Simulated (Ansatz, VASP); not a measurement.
# AsP: VASP beside Ansatz, part 2 of 2

One calculation is typed for both programs; each brings its own data sets. How far apart do they land? The cell is taken from a series of runs on this material, whose earlier steps may have relaxed, scaled, displaced or heated it; both programs get it as it stands.

VASP 6.6.1 and Ansatz 0.2.0.

So far: The structure; VASP: relaxation of cell and atoms, PBEsol.

### Step 3. Ansatz: relaxation of cell and atoms, PBEsol

Level of this step: Ansatz beside VASP: Kohn-Sham DFT, plane waves, PBEsol (Ansatz).

Ansatz runs on its default PAW (the set named soft_2) files.

The same cell, functional, mesh and smearing now go to Ansatz, which takes its cutoff from its data sets.

File input.yaml:

```yaml
crystal:
  lattice:
    - [5.3031917569, -1.777116816, 0.1283609434]
    - [5.3031917569, 1.777116816, 0.1283609434]
    - [-0.0688793559, 0.0, 4.1576507172]
  atoms:
    - { symbol: P, position: [0.1024896849, 0.1024896849, 0.044692195] }
    - { symbol: P, position: [0.8975103151, 0.8975103151, 0.955307805] }
    - { symbol: As, position: [0.3840104995, 0.3840104995, 0.5760576558] }
    - { symbol: As, position: [0.6159895005, 0.6159895005, 0.4239423442] }
kpoints:
  mp_grid: { grid: [12, 12, 10] }
hamiltonian:
  xc: pbesol
scf:
  occupations: { method: gaussian, width: 0.1 }
output:
  forces: true
  stress: true
  eigenvalues: true
  write_density: true
  write_potential: true
  elf: true
  volumetric_format: npy
relax:
  adjacent_minimum: "off"
  f_tol: 0.005
  max_steps: 80
  cell: { stress_tol: 0.05 }
```

On the command line:

```bash
ansatz run input.yaml --threads 2 --pin off --max-ram 5120MiB --backend cpu --events-out ev --progress --plain --runs-dir out
```

Numbers of over 12 decimals in the logs are rounded to 6 here.

The program printed:

```text
Engine: ansatz 0.2.0, aarch64-unknown-linux-gnu
Pseudopotentials: kind: paw
Pseudopotential: P, paw, valence charge 5, recommended cutoff 420 eV (normal), P.paw.azcp
Pseudopotential: As, paw, valence charge 15, recommended cutoff 420 eV (normal), As.paw.azcp
Functional definition: PBEsol
  exchange = pbesol_x
  correlation = pbesol_c
Crystal: 4 atoms, lattice volume = 78.398 Å³
Basis set: ecut = 420 eV, 1535 PW (Γ), exchange–correlation on 80×80×60 points (8 copies of the dense FFT grid, shifted against one another)
Bands: 24, of which v1, the nominal top of the filled ones, is band 20 counted from 1 (19 counted from 0)
Symmetry: 4 space group operations
Space group: C2/m (ITA 12), of the structure as read, at distance tolerance 4.3e-5 Å
k-points: 398 of 1440
Non-local potential: P, projectors of the file, l = 0: 2, l = 1: 2, l = 2: 2
Non-local potential: As, projectors of the file, l = 0: 2, l = 1: 2, l = 2: 3, l = 3: 1
PAW form: soft (Blöchl's): semilocal exchange-correlation on the pseudo side does not see the compensation charge
PAW frozen core: P, regenerated for the run's functional, and the local potential with it (the file was generated under x = pbe(κ = 0.804, μ = 0.219515), c = pbe(β = 0.066725))
PAW frozen core: As, regenerated for the run's functional, and the local potential with it (the file was generated under x = pbe(κ = 0.804, μ = 0.219515), c = pbe(β = 0.066725))
PAW one-centre angular grid: P, 110 points (default); XC on 64 Gauss nodes
PAW one-centre angular grid: As, 590 points (default); XC on 64 Gauss nodes
Initial density: superposition of atomic densities (neutral atoms: chi_scale 0, normalization atom), corrected by the library's trained network
Initial wavefunctions: pseudopotential atomic-orbital guess
Functional: x = pbesol(κ = 0.804, μ = 0.123457), c = pbesol(β = 0.046)
SCF iter   1: F=—  HF=-11105.952466 eV  |F-HF|=—  |Δ(HF+E_count)|=         —  Δρ=3.73e-3  dr2=1.41e-2  ethr=1.77e-3  ⟨swp⟩=6.2  Hψ=46357  notcnv=0
preconditioner: auto → Kerker (q_TF=auto, 2.439 Å⁻¹)  [metal: Δε(μ)=0.058 eV  Ē_g=8.709 eV  σ=0.100 eV  W_gap=0.30  n_scr=22 (ndim 8)  ℏωp=18.8 eV  f_vac=0.000  D(μ)=0.24/eV (n_scr^D=0)]
SCF iter   2: F=—  HF=-11105.947808 eV  |F-HF|=—  |Δ(HF+E_count)|=   4.66e-3  Δρ=2.12e-3  dr2=4.56e-3  ethr=3.51e-5  ⟨swp⟩=2.3  Hψ=15181  notcnv=0
SCF iter   3: F=—  HF=-11105.946771 eV  |F-HF|=—  |Δ(HF+E_count)|=   1.04e-3  Δρ=3.45e-4  dr2=1.03e-4  ethr=1.14e-5  ⟨swp⟩=2.0  Hψ=12608  notcnv=0
SCF iter   4: F=—  HF=-11105.946772 eV  |F-HF|=—  |Δ(HF+E_count)|=   9.06e-7  Δρ=1.02e-4  dr2=1.42e-5  ethr=2.58e-7  ⟨swp⟩=2.6  Hψ=17245  notcnv=0
SCF iter   5: F=—  HF=-11105.946773 eV  |F-HF|=—  |Δ(HF+E_count)|=   1.63e-6  Δρ=3.66e-5  dr2=1.99e-6  ethr=3.56e-8  ⟨swp⟩=2.0  Hψ=17591  notcnv=0
SCF iter   6: F=—  HF=-11105.946770 eV  |F-HF|=—  |Δ(HF+E_count)|=   2.89e-6  Δρ=2.27e-5  dr2=6.62e-7  ethr=4.99e-9  ⟨swp⟩=2.0  Hψ=17781  notcnv=0
SCF iter   7: F=-11105.946770 eV  HF=-11105.946770 eV  |F-HF|=3.30e-8  |Δ(HF+E_count)|=   3.81e-8  Δρ=5.11e-6  dr2=5.83e-8  ethr=2.50e-10  ⟨swp⟩=10.8  Hψ=77390  notcnv=0
SCF 1 converged in 7 iterations: F = -11105.946770 eV  dr2 = 5.83e-8
  greatest PAW one-centre occupation: 0.999 electrons in one spin orbital (limit 2), on the As atom at site 3 (counted from 0), in its partial waves of l = 2
relax step   1: F+E_penalty+E_count = -11105.94677041 eV  Δ(F+E_penalty+E_count) = +0.000e0 eV  max|allowed force component| = 2.875e-3 eV/Å  Δτ_max = 0.0000 Å  P = -0.011 GPa  Ω = 78.398 Å³  (7 SCF iters, dr2 threshold 1.00e-7 eV, accepted)
Initial density: handed on by an earlier stage of this run
Initial wavefunctions: pseudopotential atomic-orbital guess (no wavefunctions were taken with the density)
iter 1 solved again at ethr=6.25e-8 eV; its pass at ethr=3.10e-3 eV (dr2=2.50e-5 eV) is discarded
SCF iter   1: F=—  HF=-11105.946769 eV  |F-HF|=—  |Δ(HF+E_count)|=         —  Δρ=5.07e-6  dr2=5.42e-8  ethr=6.25e-8  ⟨swp⟩=4.8  Hψ=74849  notcnv=0
preconditioner: auto → Kerker (q_TF=auto, 2.439 Å⁻¹)  [metal: Δε(μ)=0.051 eV  Ē_g=8.712 eV  σ=0.100 eV  W_gap=0.27  n_scr=22 (ndim 8)  ℏωp=18.8 eV  f_vac=0.000  D(μ)=0.24/eV (n_scr^D=0)]
SCF iter   2: F=—  HF=-11105.946770 eV  |F-HF|=—  |Δ(HF+E_count)|=   1.39e-6  Δρ=3.75e-6  dr2=3.52e-8  ethr=1.35e-10  ⟨swp⟩=2.9  Hψ=19155  notcnv=0
SCF iter   3: F=—  HF=-11105.946770 eV  |F-HF|=—  |Δ(HF+E_count)|=   2.23e-9  Δρ=1.62e-6  dr2=6.56e-9  ethr=8.80e-11  ⟨swp⟩=2.0  Hψ=12672  notcnv=0
SCF iter   4: F=—  HF=-11105.946770 eV  |F-HF|=—  |Δ(HF+E_count)|=   2.21e-9  Δρ=7.28e-7  dr2=3.22e-10  ethr=1.64e-11  ⟨swp⟩=2.0  Hψ=17907  notcnv=0
SCF iter   5: F=—  HF=-11105.946770 eV  |F-HF|=—  |Δ(HF+E_count)|=  7.46e-11  Δρ=1.87e-7  dr2=6.14e-11  ethr=1.00e-12  ⟨swp⟩=2.8  Hψ=15216  notcnv=0
SCF iter   6: F=-11105.946770 eV  HF=-11105.946770 eV  |F-HF|=1.82e-12  |Δ(HF+E_count)|=  1.27e-11  Δρ=5.41e-8  dr2=3.01e-12  ethr=1.00e-12  ⟨swp⟩=8.4  Hψ=50575  notcnv=0
SCF 2 converged in 6 iterations: F = -11105.946770 eV  dr2 = 3.01e-12
relax step   2: F+E_penalty+E_count = -11105.94677044 eV  Δ(F+E_penalty+E_count) = -2.527e-8 eV  max|allowed force component| = 2.865e-3 eV/Å  Δτ_max = 0.0000 Å  P = -0.011 GPa  Ω = 78.398 Å³  stress off target by 2.16e-2 GPa  SCF on the basis re-selected at this cell (its energy is not comparable with the rows above)  (6 SCF iters)
basis re-selected at this cell: Δ(F+E_penalty+E_count) = -2.527e-8 eV, ΔP = -0.000 GPa vs the last step (what re-selecting the basis moved, of the pressure what is left beyond the Pulay correction that the steps carried, after the strain that the cell walked since its last selection, with what the two solves' SCF thresholds leave and, on support functions, any second-order correction that the steps lacked; it is no m [...]
SCF converged after 6 iterations
Free energy (F): -11105.946770 eV
Harris-Foulkes:  -11105.946770 eV  (|F-HF|=1.82e-12)
Internal energy: -11105.945573 eV  (E = F + TS)
E sigma→0 (E₀):  -11105.946172 eV
Entropy (-TS):   -0.001198 eV (-0.299 meV/atom)
Fermi energy:    9.487326 eV
--- Per-component energies (eV) ---
  E_band       = -472.203232
  E_kinetic    = 344.970229
  E_local      = -3940.467084  (includes V_loc(G=0)·N_el)
  E_nonlocal   = -1268.292406
  E_hartree    = 2111.424349
  E_xc         = -279.172985
  E_vxc        = -279.533529  (∫ρ·V_xc dr)
  E_paw        = -4693.320661  (= ΣΔE_a)
  E_vpaw       = 448.270795  (= ΣTr[D̂ρ^β])
  E_aug_tail   = 0.000022  (compensation charges beyond the density's cutoff)
  E_ewald      = -3383.112087
  E_core_change = 2.025050  (= ΣΔE_core)
  E_smearing   = -0.001198  (= −TS)
  E_closure    = 0.000000  (closes the sum)
  Σ components = -11105.946770   (vs F -11105.946770, Δ=0.00e0)
--- Forces (eV/Å), atoms counted from 1 ---
  atom   1  P      0.00095780     0.00000000    -0.00029603
  atom   2  P     -0.00095780    -0.00000000     0.00029603
  atom   3  As     0.00034409    -0.00000000    -0.00286495
  atom   4  As    -0.00034409     0.00000000     0.00286495
  max |Σ_I F_I| component: 1.08e-19 eV/Å
--- Stress (GPa, compression-positive) ---
       -0.005618      -0.000000       0.014412
       -0.000000      -0.019388       0.000000
        0.014411       0.000000      -0.008514
  P = ⅓ Tr σ = -0.0112 GPa (-0.112 kbar)
--- Band table (eV; the first three rows and the last of 398) ---
  k-point 0: bands = [... 16 lower, 5.6900, 7.0147, 7.0349, 8.5197, 11.0017, 11.1504, 11.8391, 13.0433]
  k-point 1: bands = [... 16 lower, 5.7499, 7.0682, 7.3722, 8.2141, 11.0036, 11.4709, 11.8846, 12.7084]
  k-point 2: bands = [... 16 lower, 5.9236, 7.1507, 7.3571, 8.3125, 11.1929, 11.3660, 12.0235, 12.4059]
  k-point 397: bands = [... 16 lower, 7.0285, 7.7249, 8.4046, 8.5297, 10.4650, 11.1392, 11.6409, 11.7425]
--- Relaxed structure (1 steps of the walk, 1 accepted, 1 SCFs on fresh bases) ---
  F+E_penalty+E_count = -11105.94677044 eV   max|allowed force component| = 2.865e-3 eV/Å   (the final SCF, on the basis selected at the relaxed cell)
  cell:  # Å, volume = 78.3981 Å³
    - [5.3031917569, -1.777116816, 0.1283609434]
    - [5.3031917569, 1.777116816, 0.1283609434]
    - [-0.0688793559, 0.0, 4.1576507172]
  atoms:
    - { symbol: P, position: [0.1024896849, 0.1024896849, 0.044692195] }
    - { symbol: P, position: [0.897510, 0.897510, 0.955307805] }
    - { symbol: As, position: [0.384010, 0.384010, 0.576058] }
    - { symbol: As, position: [0.615990, 0.615990, 0.4239423442] }
```

### Step 4. Comparison

Known differences besides the potentials themselves: the data sets hold 40 valence electrons in Ansatz (on its default PAW (the set named soft_2) files) and 20 in VASP; the cutoff is 420 eV in Ansatz and 500 eV in VASP; Ansatz makes its cores anew for this functional, VASP keeps those of its PBE data sets; Ansatz adds a Pulay correction to the stress that steers its cell, VASP none. Total energies have different zeros and are not compared.

Both answers:

| quantity | Ansatz | VASP | difference |
| --- | --- | --- | --- |
| volume (Å³) | 78.40 | 78.57 | -0.22 % |
| edge a after relaxation, in the typed setting (Å) | 5.595 | 5.598 | -0.06 % |
| edge c after relaxation, in the typed setting (Å) | 4.158 | 4.161 | -0.08 % |

### Step 5. What came out

- difference in volume (relaxation of cell and atoms, PBEsol): -0.22 %

**Reading.** The difference in volume is -0.22 % (relaxation of cell and atoms, PBEsol), within the 1.2 % picked in this series as the mark of a large difference, as far as the stopping tolerances let one tell. The data sets hold unlike numbers of valence electrons (40 in Ansatz and 20 in VASP), so part of the differences comes from the potentials. Such differences can come from data sets, numerical settings and the points named under the comparisons, not from the functional's error against experiment.

[Lines on the potential files, build, host, timing and source positions are cut from VASP's logs without a mark.]

[Logs are printed without paths, hosts, clocks, repeated set-up lines and the standing remarks that a program may print on its own settings, such as how far it seeks lower states.]

[Hosts, paths, dates, database ids (printed as entryN), source tags and the programs' standing remarks are cut or masked in the printed files.]
